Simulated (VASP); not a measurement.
VASP input:

**POSCAR**
```
CsI
4.6709250
  0.9999999357   0.0000000000   0.0000000000
  0.0000000000   0.9999999357   0.0000000000
  0.0000000000   0.0000000000   0.9999999357
Cs I
1 1
Direct
  0.0000000000   0.0000000000   0.0000000000
  0.5000000000   0.5000000000   0.5000000000
```

INCAR:
```
SYSTEM = CsI
PREC = Accurate
ENCUT = 520
EDIFF = 1E-7
NELM = 100
ALGO = Normal
LREAL = .FALSE.
LASPH = .TRUE.
ISMEAR = -5
GGA = PE
LMAXMIX = 4
LWAVE = .FALSE.
LCHARG = .TRUE.
LORBIT = 11
NEDOS = 601
ISIF = 2
```

### KPOINTS
```
K-points
0
G
  7 7 7
```

POTCAR, in this order: Cs_sv I (PBE.64 set). Program: vasp_std.

Write an equivalent input for Quantum ESPRESSO's pw.x.

One equivalent input (not run):
```
&CONTROL
  calculation = 'scf'
  pseudo_dir = './pseudo'
  outdir = './out'
  tprnfor = .true.
  tstress = .true.
/
&SYSTEM
  ibrav = 0
  nat = 2
  ntyp = 2
  ecutwfc = 70
  occupations = 'tetrahedra'
  input_dft = 'pbe'
/
&ELECTRONS
  conv_thr = 7.3e-09
  electron_maxstep = 100
/
ATOMIC_SPECIES
  Cs 132.905 Cs.upf
  I 126.904 I.upf
CELL_PARAMETERS angstrom
     4.6709247    0.0000000    0.0000000
     0.0000000    4.6709247    0.0000000
     0.0000000    0.0000000    4.6709247
ATOMIC_POSITIONS crystal
  Cs   0.0000000  0.0000000  0.0000000
  I    0.5000000  0.5000000  0.5000000
K_POINTS automatic
  7 7 7 0 0 0
```
Limits of the translation: the potentials are each code's own (VASP's PAW set, PseudoDojo norm-conserving files in pw.x), so ENCUT and ecutwfc are chosen apart and not converted; conv_thr bounds pw.x's estimated SCF error, while EDIFF bounds the energy change between steps.

The compound is CsI in the CsCl type structure. It was relaxed first, which changed the volume by +7 %.
